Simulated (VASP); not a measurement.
Here is the system:

```yaml
crystal:
  lattice:
    - [-2.63168, 2.63168, 5.24540]
    - [2.63168, -2.63168, 5.24540]
    - [2.63168, 2.63168, -5.24540]
  atoms:
    - { symbol: Cu, position: [0.00000, 0.00000, 0.00000] }
    - { symbol: Cu, position: [0.75000, 0.25000, 0.50000] }
    - { symbol: Zn, position: [0.25000, 0.75000, 0.50000] }
    - { symbol: Ge, position: [0.50000, 0.50000, 0.00000] }
    - { symbol: S, position: [0.63023, 0.62063, 0.49773] }
    - { symbol: S, position: [0.12289, 0.13250, 0.50227] }
    - { symbol: S, position: [0.37937, 0.87711, 0.00961] }
    - { symbol: S, position: [0.86750, 0.36977, 0.99039] }
```

Level of theory: PBEsol GGA, VASP's PBE PAW potentials (set 64) (plane waves; VASP). Run with 400 eV cut-off, 7×7×7 Γ-centred mesh, tetrahedra with Blöchl corrections, potentials Cu Zn Ge_d S.

The cores are frozen, which limits the accuracy of field gradients.

Q: Give the principal components of the electric field gradient (V/Å²) and the asymmetry η at each nucleus.

A: 
```tsv
atom	Vxx	Vyy	Vzz	η
Cu1	-12.8	-12.8	25.6	0.00
Cu2	5.5	5.5	-11.0	0.00
Zn3	3.6	3.5	-7.1	0.00
Ge4	0.3	0.3	-0.5	0.01
S5	-72.9	-43.5	116.5	0.25
S6	-72.9	-43.5	116.5	0.25
S7	-72.9	-43.5	116.5	0.25
S8	-72.9	-43.5	116.5	0.25
```

The structure was generated: ZnCu2GeS4 was put into the kesterite type (I-4), which need not be its known phase. It was relaxed first.
